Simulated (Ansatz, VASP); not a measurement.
# SiO2 (Cristobalite): VASP beside Ansatz, part 2 of 3

Wanted: the spread between two codes on one cell, functional and k mesh. The cell is taken from a series of runs on this material, whose earlier steps may have relaxed, scaled, displaced or heated it; both programs get it as it stands.

VASP 6.6.1 and Ansatz 0.2.0.

So far: The starting structure; VASP: zone-centre phonons, LDA.

### Step 2. VASP: zone-centre phonons, LDA (continued)

Level of this step: LDA; plane waves and PAW (O, Si) (VASP).

OUTCAR, selected parts (step 2):

```text
ion  position               nearest neighbor table
   1  0.234  0.126  0.190-  10 1.61   9 1.61
   2  0.374  0.734  0.440-  11 1.61  10 1.61
   3  0.766  0.874  0.690-  12 1.61  11 1.61
   4  0.626  0.266  0.940-   9 1.61  12 1.61
   5  0.734  0.374  0.560-  11 1.61  12 1.61
   6  0.874  0.766  0.310-  10 1.61  11 1.61
   7  0.266  0.626  0.060-   9 1.61  10 1.61
   8  0.126  0.234  0.810-  12 1.61   9 1.61
   9  0.311  0.311  0.000-   4 1.61   7 1.61   1 1.61   8 1.61  10 3.03  12 3.03  10 3.03  12 3.03

  LATTYP: Found a simple tetragonal cell.
 ALAT       =     4.8845639075
 C/A-ratio  =     1.3826264380

 Subroutine GETGRP returns: Found  8 space group operations
 (whereof  2 operations were pure point group operations)

The static configuration has the point symmetry C_2 .
 The point group associated with its full space group is D_4 .

 Found     18 irreducible k-points:

   k-points           NKPTS =     18   k-points in BZ     NKDIM =     18   number of bands    NBANDS=     44

   dimension x,y,z NGX =    40 NGY =   40 NGZ =   54
   dimension x,y,z NGXF=    80 NGYF=   80 NGZF=  108

   ENCUT  =  600.0 eV  44.10 Ry    6.64 a.u.   9.76  9.76 13.49*2*pi/ulx,y,z

   NELECT =      64.0000    total number of electrons

 k-points in reciprocal lattice and weights: Automatic mesh
   0.00000000  0.00000000  0.00000000       0.016
   0.25000000  0.00000000  0.00000000       0.062
   0.50000000  0.00000000  0.00000000       0.031
   0.25000000  0.25000000  0.00000000       0.062
   0.50000000  0.25000000  0.00000000       0.062
   0.50000000  0.50000000  0.00000000       0.016
   0.00000000  0.00000000  0.25000000       0.031
   0.25000000  0.00000000  0.25000000       0.125
   0.50000000  0.00000000  0.25000000       0.062
[...]
0.50000000  0.25000000  0.50000000       0.062
   0.50000000  0.50000000  0.50000000       0.016

 average (electrostatic) potential at core
       1 -74.1322       2 -74.1322       3 -74.1322       4 -74.1322       5 -74.1322
       6 -74.1322       7 -74.1322       8 -74.1322       9 -88.6967      10 -88.6967
      11 -88.6967      12 -88.6967

  Total        0.5542125      0.5542125      0.4658475      0.0000000      0.0000000      0.0000000
  in kB        5.5106732      5.5106732      4.6320375      0.0000000      0.0000000      0.0000000
  external PRESSURE =       5.2177946 kB  Pullay stress =       0.0000000 kB

  energy-cutoff  :      600.00
  volume of cell :      161.13
      direct lattice vectors                 reciprocal lattice vectors
     4.884563907  0.000000000  0.000000000     0.204726567  0.000000000  0.000000000
     0.000000000  4.884563907  0.000000000     0.000000000  0.204726567  0.000000000
     0.000000000  0.000000000  6.753527197     0.000000000  0.000000000  0.148070774

 POSITION                                       TOTAL-FORCE (eV/Angst)
 -----------------------------------------------------------------------------------
      1.14540      0.61699      1.28042         0.000112      0.003256     -0.002585
[...]
3.059272  1.296877  6.345563    -0.261538    0.067087    0.200331
      3.587687  1.825292  3.784728     0.060373   -0.233012    0.181070
      4.267574  3.739159  2.096346     0.258582    0.061188   -0.175983
      1.296877  3.059272  0.407964     0.060373   -0.233012   -0.181070
      0.616990  1.145405  5.473109     0.258582    0.061188    0.175983
      1.519093  1.519093  0.000000     0.009794   -0.001129   -0.018241
      0.923189  3.961375  1.688382    -0.093740   -0.093233    0.312219
      3.365470  3.365470  3.376764     0.009794   -0.001129    0.018241
      3.961375  0.923189  5.065145    -0.093740   -0.093233   -0.312219

   2 f  =   35.518112 THz   223.166880 2PiTHz 1184.756690 cm-1   146.891042 meV
             X         Y         Z           dx          dy          dz
      1.145405  0.616990  1.280418     0.067087    0.261538   -0.200331
      1.825292  3.587687  2.968800     0.229689   -0.053741    0.153701
      3.739159  4.267574  4.657181     0.067087    0.261538    0.200331
      3.059272  1.296877  6.345563     0.229689   -0.053741   -0.153701
      3.587687  1.825292  3.784728     0.061188   -0.258582    0.175983
      4.267574  3.739159  2.096346    -0.233012   -0.060373    0.181070
      1.296877  3.059272  0.407964     0.061188   -0.258582   -0.175983
      0.616990  1.145405  5.473109    -0.233012   -0.060373   -0.181070
      1.519093  1.519093  0.000000    -0.093233    0.093740    0.312219
      0.923189  3.961375  1.688382    -0.001129   -0.009794    0.018241
      3.365470  3.365470  3.376764    -0.093233    0.093740   -0.312219
      3.961375  0.923189  5.065145    -0.001129   -0.009794   -0.018241

   3 f  =   33.331145 THz   209.425758 2PiTHz 1111.807310 cm-1   137.846476 meV
             X         Y         Z           dx          dy          dz
      1.145405  0.616990  1.280418     0.077641    0.286037   -0.192664
      1.825292  3.587687  2.968800     0.286037   -0.077641    0.192664
      3.739159  4.267574  4.657181    -0.077641   -0.286037   -0.192664
      3.059272  1.296877  6.345563    -0.286037    0.077641    0.192664
      3.587687  1.825292  3.784728    -0.077641    0.286037   -0.192664
      4.267574  3.739159  2.096346    -0.286037   -0.077641    0.192664
      1.296877  3.059272  0.407964     0.077641   -0.286037   -0.192664
      0.616990  1.145405  5.473109     0.286037    0.077641    0.192664
      1.519093  1.519093  0.000000    -0.005951   -0.005951    0.000000
      0.923189  3.961375  1.688382    -0.005951    0.005951    0.000000
      3.365470  3.365470  3.376764     0.005951    0.005951    0.000000
      3.961375  0.923189  5.065145     0.005951   -0.005951    0.000000

   4 f  =   32.659421 THz   205.205192 2PiTHz 1089.401011 cm-1   135.068450 meV
             X         Y         Z           dx          dy          dz
      1.145405  0.616990  1.280418     0.047414    0.263190   -0.146827
      1.825292  3.587687  2.968800    -0.263190    0.047414   -0.146827
      3.739159  4.267574  4.657181    -0.047414   -0.263190   -0.146827
      3.059272  1.296877  6.345563     0.263190   -0.047414   -0.146827
      3.587687  1.825292  3.784728    -0.047414    0.263190   -0.146827
      4.267574  3.739159  2.096346     0.263190    0.047414   -0.146827
      1.296877  3.059272  0.407964     0.047414   -0.263190   -0.146827
      0.616990  1.145405  5.473109    -0.263190   -0.047414   -0.146827
      1.519093  1.519093  0.000000    -0.085796    0.085796    0.221646
      0.923189  3.961375  1.688382    -0.085796   -0.085796    0.221646
      3.365470  3.365470  3.376764     0.085796   -0.085796    0.221646
      3.961375  0.923189  5.065145     0.085796    0.085796    0.221646

   5 f  =   32.448258 THz   203.878420 2PiTHz 1082.357396 cm-1   134.195154 meV
             X         Y         Z           dx          dy          dz
      1.145405  0.616990  1.280418    -0.065044   -0.240006    0.183954
      1.825292  3.587687  2.968800    -0.240006    0.065044   -0.183954
      3.739159  4.267574  4.657181     0.065044    0.240006    0.183954
      3.059272  1.296877  6.345563     0.240006   -0.065044   -0.183954
      3.587687  1.825292  3.784728    -0.065044    0.240006   -0.183954
      4.267574  3.739159  2.096346    -0.240006   -0.065044    0.183954
      1.296877  3.059272  0.407964     0.065044   -0.240006   -0.183954
      0.616990  1.145405  5.473109     0.240006    0.065044    0.183954
      1.519093  1.519093  0.000000    -0.153605    0.153605   -0.107078
      0.923189  3.961375  1.688382     0.153605    0.153605    0.107078
      3.365470  3.365470  3.376764     0.153605   -0.153605   -0.107078
      3.961375  0.923189  5.065145    -0.153605   -0.153605    0.107078

   6 f  =   32.426414 THz   203.741171 2PiTHz 1081.628760 cm-1   134.104814 meV
             X         Y         Z           dx          dy          dz
      1.145405  0.616990  1.280418     0.038093    0.034303   -0.014113
      1.825292  3.587687  2.968800    -0.336208    0.087044   -0.258258
      3.739159  4.267574  4.657181     0.038093    0.034303    0.014113
      3.059272  1.296877  6.345563    -0.336208    0.087044    0.258258
      3.587687  1.825292  3.784728     0.013862    0.055318   -0.054299
      4.267574  3.739159  2.096346    -0.333395   -0.093997    0.252879
      1.296877  3.059272  0.407964     0.013862    0.055318    0.054299
      0.616990  1.145405  5.473109    -0.333395   -0.093997   -0.252879
      1.519093  1.519093  0.000000     0.231331   -0.017580    0.074033
      0.923189  3.961375  1.688382     0.234979   -0.044832    0.056555
      3.365470  3.365470  3.376764     0.231331   -0.017580   -0.074033
      3.961375  0.923189  5.065145     0.234979   -0.044832   -0.056555

   7 f  =   32.426414 THz   203.741171 2PiTHz 1081.628760 cm-1   134.104814 meV
             X         Y         Z           dx          dy          dz
      1.145405  0.616990  1.280418     0.087044    0.336208   -0.258258
      1.825292  3.587687  2.968800     0.034303   -0.038093    0.014113
      3.739159  4.267574  4.657181     0.087044    0.336208    0.258258
      3.059272  1.296877  6.345563     0.034303   -0.038093   -0.014113
      3.587687  1.825292  3.784728    -0.093997    0.333395   -0.252879
      4.267574  3.739159  2.096346     0.055318   -0.013862   -0.054299
      1.296877  3.059272  0.407964    -0.093997    0.333395    0.252879
      0.616990  1.145405  5.473109     0.055318   -0.013862    0.054299
      1.519093  1.519093  0.000000    -0.044832   -0.234979    0.056555
      0.923189  3.961375  1.688382    -0.017580   -0.231331   -0.074033
      3.365470  3.365470  3.376764    -0.044832   -0.234979   -0.056555
      3.961375  0.923189  5.065145    -0.017580   -0.231331    0.074033

   8 f  =   32.332722 THz   203.152484 2PiTHz 1078.503516 cm-1   133.717334 meV
             X         Y         Z           dx          dy          dz
      1.145405  0.616990  1.280418     0.064182    0.239594   -0.182943
      1.825292  3.587687  2.968800    -0.239594    0.064182   -0.182943
      3.739159  4.267574  4.657181    -0.064182   -0.239594   -0.182943
      3.059272  1.296877  6.345563     0.239594   -0.064182   -0.182943
      3.587687  1.825292  3.784728     0.064182   -0.239594    0.182943
      4.267574  3.739159  2.096346    -0.239594   -0.064182    0.182943
      1.296877  3.059272  0.407964    -0.064182    0.239594    0.182943
      0.616990  1.145405  5.473109     0.239594    0.064182    0.182943
      1.519093  1.519093  0.000000    -0.173225   -0.173225    0.000000
    [... 421 further lines ...]
      3.365470  3.365470  3.376764    -0.292056   -0.178152   -0.000369
      3.961375  0.923189  5.065145    -0.291934   -0.177952   -0.001524

 MACROSCOPIC STATIC DIELECTRIC TENSOR IONIC CONTRIBUTION
 ------------------------------------------------------
           1.925392    -0.000000     0.000000
          -0.000000     1.925392     0.000000
           0.000000    -0.000000     1.646249
 ------------------------------------------------------

 ELASTIC MODULI CONTR FROM IONIC RELAXATION (kBar)
 Direction    XX          YY          ZZ          XY          YZ          ZX
 --------------------------------------------------------------------------------
 XX       -3605.7547   -246.8470  -1222.9679      0.0000      0.0000     -0.0000
 YY        -246.8470  -3605.7547  -1222.9679     -0.0000     -0.0000      0.0000
 ZZ       -1222.9679  -1222.9679  -2836.9158      0.0000     -0.0000     -0.0000
 XY           0.0000     -0.0000      0.0000   -301.8078     -0.0000     -0.0000
 YZ           0.0000     -0.0000     -0.0000     -0.0000   -777.4783      0.0000
 ZX          -0.0000      0.0000     -0.0000     -0.0000      0.0000   -778.0646
 --------------------------------------------------------------------------------

 PIEZOELECTRIC TENSOR IONIC CONTR  for field in x, y, z        (C/m^2)
          XX          YY          ZZ          XY          YZ          ZX
  --------------------------------------------------------------------------------
  x     0.00000    -0.00000    -0.00000     0.00000    -0.01376     0.00000
  y    -0.00000    -0.00000     0.00000     0.00000     0.00000     0.01671
  z    -0.00000     0.00000    -0.00000     0.00027    -0.00000     0.00000
```

(Continued in part 3 of 3.)

[Lines on the potential files, build, host, timing and source positions are cut from VASP's logs without a mark.]

[Logs are printed without paths, hosts, clocks, repeated set-up lines and the standing remarks that a program may print on its own settings, such as how far it seeks lower states.]

[Hosts, paths, dates, database ids (printed as entryN), source tags and the programs' standing remarks are cut or masked in the printed files.]
